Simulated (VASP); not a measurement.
Level of theory: optB88-vdW, VASP's PBE PAW potentials (set 64) (plane waves; VASP 6.6.1).

Input for VASP

### POSCAR
```
CuAu
1
    2.8000000000     0.0000000000     0.0000000000
    0.0000000000     2.8000000000     0.0000000000
    0.0000000000     0.0000000000     3.6700000000
Cu Au
1 1
Direct
  0.0000000000   0.0000000000   0.0000000000
  0.5000000000   0.5000000000   0.5000000000
```

File KPOINTS:
```
Automatic mesh
0
Gamma
12 12 9
0 0 0
```

### INCAR
```
SYSTEM=CuAu
PREC=Accurate; ENCUT=520; LREAL=.False.
LASPH=.True.
EDIFF=1E-6; NELM=100; ALGO=Normal
LMAXMIX=6
ISMEAR=1; SIGMA=0.1
GGA=BO; LUSE_VDW=.True.; AGGAC=0.0
PARAM1=0.1833333333; PARAM2=0.22
IBRION=2; NSW=60; ISIF=3
EDIFFG=-0.01
LWAVE=.False.; LCHARG=.False.
```

POTCAR, in this order: Cu Au (PBE.64 set). Program: vasp_std.

What VASP printed:

**OUTCAR**
```
 ion  position               nearest neighbor table
   1  0.000  0.000  0.000-   2 2.70   2 2.70   2 2.70   2 2.70   2 2.70   2 2.70   2 2.70   2 2.70
  LATTYP: Found a simple tetragonal cell.
 ALAT       =     2.8000000000
 C/A-ratio  =     1.3107142857
 Subroutine PRICEL returns:
 Original cell was already a primitive cell.
 Subroutine GETGRP returns: Found 16 space group operations
The static configuration has the point symmetry D_4h.
The dynamic configuration has the point symmetry D_4h.
 Subroutine INISYM returns: Found 16 space group operations
 Subroutine IBZKPT returns following result:
 Found    140 irreducible k-points:

 Following reciprocal coordinates:
            Coordinates               Weight
  0.000000  0.000000  0.000000      1.000000
  0.083333  0.000000  0.000000      4.000000
  0.166667  0.000000  0.000000      4.000000
  0.250000  0.000000  0.000000      4.000000
  0.333333  0.000000  0.000000      4.000000
  0.416667  0.000000  0.000000      4.000000
  0.500000  0.000000  0.000000      2.000000
  0.083333  0.083333  0.000000      4.000000
  0.166667  0.083333  0.000000      8.000000
  0.250000  0.083333  0.000000      8.000000
  0.333333  0.083333  0.000000      8.000000
  0.416667  0.083333  0.000000      8.000000
  0.500000  0.083333  0.000000      4.000000
  0.166667  0.166667  0.000000      4.000000
  0.250000  0.166667  0.000000      8.000000
  0.333333  0.166667  0.000000      8.000000
  0.416667  0.166667  0.000000      8.000000
  0.500000  0.166667  0.000000      4.000000
  0.250000  0.250000  0.000000      4.000000
  0.333333  0.250000  0.000000      8.000000
  0.416667  0.250000  0.000000      8.000000
  0.500000  0.250000  0.000000      4.000000
  0.333333  0.333333  0.000000      4.000000
  0.416667  0.333333  0.000000      8.000000
  0.500000  0.333333  0.000000      4.000000
  0.416667  0.416667  0.000000      4.000000
  0.500000  0.416667  0.000000      4.000000
  0.500000  0.500000  0.000000      1.000000
  0.000000  0.000000  0.111111      2.000000
  0.083333  0.000000  0.111111      8.000000
  0.166667  0.000000  0.111111      8.000000
  0.250000  0.000000  0.111111      8.000000
  0.333333  0.000000  0.111111      8.000000
  0.416667  0.000000  0.111111      8.000000
  0.500000  0.000000  0.111111      4.000000
  0.083333  0.083333  0.111111      8.000000
  0.166667  0.083333  0.111111     16.000000
  0.250000  0.083333  0.111111     16.000000
  0.333333  0.083333  0.111111     16.000000
  0.416667  0.083333  0.111111     16.000000
   k-points           NKPTS =    140   k-points in BZ     NKDIM =    140   number of bands    NBANDS=     15
   number of dos      NEDOS =    301   number of ions     NIONS =      2
   total plane-waves  NPLWV =  16128
   dimension x,y,z NGX =    24 NGY =   24 NGZ =   28
   dimension x,y,z NGXF=    48 NGYF=   48 NGZF=   56
   ions per type =               1   1
   PREC   = accura    normal or accurate (medium, high low for compatibility)
   ISTART =      0    job   : 0-new  1-cont  2-samecut
   ICHARG =      2    charge: 1-file 2-atom 10-const
   ISPIN  =      1    spin polarized calculation?
   LNONCOLLINEAR =      F non collinear calculations
   LSORBIT =      F    spin-orbit coupling
   INIWAV =      1    electr: 0-lowe 1-rand  2-diag
   ENCUT  =  520.0 eV  38.22 Ry    6.18 a.u.   5.21  5.21  6.82*2*pi/ulx,y,z
   NELM   =    100;   NELMIN=  2; NELMDL= -5     # of ELM steps
   EDIFF  = 0.1E-05   stopping-criterion for ELM
   LREAL  =      F    real-space projection
   NLSPLINE    = F    spline interpolate recip. space projectors
   LMAXMIX     =    6 max onsite mixed and CHGCAR
...
```

**OSZICAR**
```
       N       E                     dE             d eps       ncg     rms          rms(c)
DAV:   1     0.139147396385E+03    0.13915E+03   -0.11533E+04  4336   0.213E+03
DAV:   2     0.247993570664E+01   -0.13667E+03   -0.13063E+03  4361   0.341E+02
DAV:   3    -0.221246544015E+01   -0.46924E+01   -0.46447E+01  5126   0.737E+01
DAV:   4    -0.226443580113E+01   -0.51970E-01   -0.51955E-01  4996   0.654E+00
DAV:   5    -0.226592295983E+01   -0.14872E-02   -0.14871E-02  6196   0.120E+00    0.111E+01
DAV:   6    -0.167774344998E+01    0.58818E+00   -0.57426E+00  4327   0.693E+01    0.510E+00
DAV:   7    -0.149127149256E+01    0.18647E+00   -0.24188E+00  5155   0.758E+01    0.590E+00
DAV:   8    -0.140730639605E+01    0.83965E-01   -0.28553E-01  5156   0.166E+01    0.279E+00
DAV:   9    -0.140102648391E+01    0.62799E-02   -0.20312E-02  6486   0.275E+00    0.232E-01
DAV:  10    -0.140049815966E+01    0.52832E-03   -0.40646E-03  5376   0.966E-01    0.102E-01
DAV:  11    -0.140048357645E+01    0.14583E-04   -0.12086E-04  6152   0.184E-01    0.321E-02
DAV:  12    -0.140048064129E+01    0.29352E-05   -0.46255E-06  5108   0.356E-02    0.432E-03
DAV:  13    -0.140048045497E+01    0.18632E-06   -0.62148E-07  3045   0.273E-02
   1 F= -.14004805E+01 E0= -.14003261E+01  d E =-.140048E+01
       N       E                     dE             d eps       ncg     rms          rms(c)
DAV:   1    -0.408672653632E+01   -0.26862E+01   -0.46497E+01  4344   0.151E+02    0.118E+01
DAV:   2    -0.188728221476E+01    0.21994E+01   -0.13132E+01  4273   0.131E+02    0.418E+00
DAV:   3    -0.164656538678E+01    0.24072E+00   -0.49342E+00  4427   0.659E+01    0.550E+00
DAV:   4    -0.145296261915E+01    0.19360E+00   -0.38868E-01  5362   0.303E+01    0.314E+00
DAV:   5    -0.141806469022E+01    0.34898E-01   -0.29709E-01  5684   0.215E+01    0.105E+00
DAV:   6    -0.140555145720E+01    0.12513E-01   -0.67313E-02  5745   0.838E+00    0.107E-01
DAV:   7    -0.140565096511E+01   -0.99508E-04   -0.18097E-03  5462   0.438E-01    0.531E-02
DAV:   8    -0.140563970155E+01    0.11264E-04   -0.30727E-04  5954   0.514E-01    0.243E-02
DAV:   9    -0.140562959255E+01    0.10109E-04   -0.49988E-05  5291   0.229E-01    0.470E-03
DAV:  10    -0.140562997629E+01   -0.38374E-06   -0.11861E-06  2655   0.111E-02
   2 F= -.14056300E+01 E0= -.14053951E+01  d E =-.514952E-02
       N       E                     dE             d eps       ncg     rms          rms(c)
DAV:   1    -0.213115894979E+01   -0.72553E+00   -0.10280E+01  4280   0.652E+01    0.669E+00
DAV:   2    -0.184786211731E+01    0.28330E+00   -0.70493E+00  4264   0.798E+01    0.416E+00
DAV:   3    -0.143897025977E+01    0.40889E+00   -0.20705E+00  4932   0.747E+01    0.169E+00
DAV:   4    -0.143441900816E+01    0.45513E-02   -0.10528E-01  5791   0.518E+00    0.104E+00
DAV:   5    -0.142997674426E+01    0.44423E-02   -0.23699E-02  6372   0.457E+00    0.258E-01
DAV:   6    -0.142899320997E+01    0.98353E-03   -0.58957E-03  6307   0.252E+00    0.581E-02
DAV:   7    -0.142899397645E+01   -0.76648E-06   -0.59192E-04  5116   0.829E-01    0.398E-02
DAV:   8    -0.142897535203E+01    0.18624E-04   -0.11449E-04  5009   0.384E-01    0.455E-03
DAV:   9    -0.142897488937E+01    0.46265E-06   -0.35501E-06  4315   0.353E-02
   3 F= -.14289749E+01 E0= -.14288033E+01  d E =-.284944E-01
       N       E                     dE             d eps       ncg     rms          rms(c)
DAV:   1    -0.142934075832E+01   -0.36541E-03   -0.55298E-03  4311   0.157E+00    0.144E-01
DAV:   2    -0.142913726546E+01    0.20349E-03   -0.28852E-03  4222   0.169E+00    0.863E-02
DAV:   3    -0.142900131345E+01    0.13595E-03   -0.11339E-03  4454   0.127E+00    0.545E-02
DAV:   4    -0.142898415330E+01    0.17160E-04   -0.54484E-05  5741   0.240E-01    0.279E-02
DAV:   5    -0.142898115736E+01    0.29959E-05   -0.13147E-05  6027   0.114E-01    0.602E-03
DAV:   6    -0.142898070108E+01    0.45628E-06   -0.12498E-06  2236   0.347E-02
   4 F= -.14289807E+01 E0= -.14288145E+01  d E =-.285002E-01
       N       E                     dE             d eps       ncg     rms          rms(c)
DAV:   1    -0.143725704671E+01   -0.82759E-02   -0.32525E-01  4557   0.545E+00    0.515E-01
DAV:   2    -0.143322207544E+01    0.40350E-02   -0.49320E-03  6086   0.177E+00    0.306E-01
DAV:   3    -0.143175074815E+01    0.14713E-02   -0.50782E-03  5228   0.245E+00    0.206E-01
DAV:   4    -0.143113703142E+01    0.61372E-03   -0.25908E-03  5170   0.184E+00    0.380E-02
DAV:   5    -0.143114258640E+01   -0.55550E-05   -0.96370E-05  5425   0.124E-01    0.247E-02
DAV:   6    -0.143114256642E+01    0.19982E-07   -0.85319E-06  5441   0.717E-02
   5 F= -.14311426E+01 E0= -.14309481E+01  d E =-.216187E-02
       N       E                     dE             d eps       ncg     rms          rms(c)
DAV:   1    -0.148935526614E+01   -0.58213E-01   -0.29582E+00  4543   0.164E+01    0.154E+00
DAV:   2    -0.145308896489E+01    0.36266E-01   -0.41259E-02  6036   0.481E+00    0.909E-01
DAV:   3    -0.143825498252E+01    0.14834E-01   -0.37461E-02  5617   0.626E+00    0.502E-01
DAV:   4    -0.143464925535E+01    0.36057E-02   -0.17492E-02  5071   0.490E+00    0.112E-01
DAV:   5    -0.143467812500E+01   -0.28870E-04   -0.65417E-04  6013   0.368E-01    0.739E-02
DAV:   6    -0.143467787486E+01    0.25014E-06   -0.68129E-05  6170   0.178E-01    0.120E-02
DAV:   7    -0.143467489956E+01    0.29753E-05   -0.13895E-05  6239   0.110E-01    0.534E-03
DAV:   8    -0.143467498731E+01   -0.87750E-07   -0.38135E-07  2340   0.109E-02
   6 F= -.14346750E+01 E0= -.14346374E+01  d E =-.569429E-02
       N       E                     dE             d eps       ncg     rms          rms(c)
DAV:   1    -0.144354942134E+01   -0.88745E-02   -0.45645E-01  4515   0.641E+00    0.609E-01
DAV:   2    -0.143778959589E+01    0.57598E-02   -0.59020E-03  6165   0.159E+00    0.353E-01
DAV:   3    -0.143519122326E+01    0.25984E-02   -0.38099E-03  6217   0.174E+00    0.130E-01
DAV:   4    -0.143498880544E+01    0.20242E-03   -0.15012E-03  4921   0.139E+00    0.501E-02
DAV:   5    -0.143497821923E+01    0.10586E-04   -0.91994E-05  6276   0.288E-01    0.278E-02
DAV:   6    -0.143497815670E+01    0.62537E-07   -0.76016E-06  5666   0.403E-02
   7 F= -.14349782E+01 E0= -.14348426E+01  d E =-.599746E-02
```

**OUTCAR**
```
------------------------ aborting loop because EDIFF is reached ----------------------------------------
  FORCE on cell =-STRESS in cart. coord.  units (eV):
  Direction    XX          YY          ZZ          XY          YZ          ZX
  --------------------------------------------------------------------------------------
  Total       -0.0047693     -0.0047693     -0.0004965      0.0000000      0.0000000      0.0000000
  in kB       -0.2542398     -0.2542398     -0.0264665      0.0000000      0.0000000      0.0000000
  external PRESSURE =      -0.1783154 kB  Pullay stress =       0.0000000 kB
  volume of cell :       30.06
      direct lattice vectors                 reciprocal lattice vectors
     2.890847792 -0.000000000  0.000000000     0.345919285  0.000000000  0.000000000
     0.000000000  2.890847792 -0.000000000     0.000000000  0.345919285 -0.000000000
     0.000000000  0.000000000  3.596403083    -0.000000000  0.000000000  0.278055595
 POSITION                                       TOTAL-FORCE (eV/Angst)
 -----------------------------------------------------------------------------------
      0.00000      0.00000      0.00000         0.000000      0.000000      0.000000
      1.44542      1.44542      1.79820         0.000000     -0.000000      0.000000
 -----------------------------------------------------------------------------------
    total drift:                                0.000000      0.000000     -0.000000
  FREE ENERGIE OF THE ION-ELECTRON SYSTEM (eV)
  ---------------------------------------------------
  free  energy   TOTEN  =        -1.4349781567 eV

  energy  without entropy=       -1.4345715879  energy(sigma->0) =       -1.43484263

 reached required accuracy - stopping structural energy minimisation
```
(Selected blocks of OUTCAR.)

CONTCAR:
```
CuAu
   1.00000000000000
     2.8908477923457627   -0.0000000000000000    0.0000000000000000
     0.0000000000000000    2.8908477923457627   -0.0000000000000000
     0.0000000000000000    0.0000000000000000    3.5964030828912863
  Cu              Au
     1     1
Direct
     0.0000000000000000    0.0000000000000000    0.0000000000000000
     0.5000000000000000    0.5000000000000000    0.5000000000000000
```

Energy and stress use the plane-wave basis of the starting cell.

The compound is CuAu in the L1_0 structure. This run relaxes it. Symmetry was kept, so distortions that lower it aren't found.
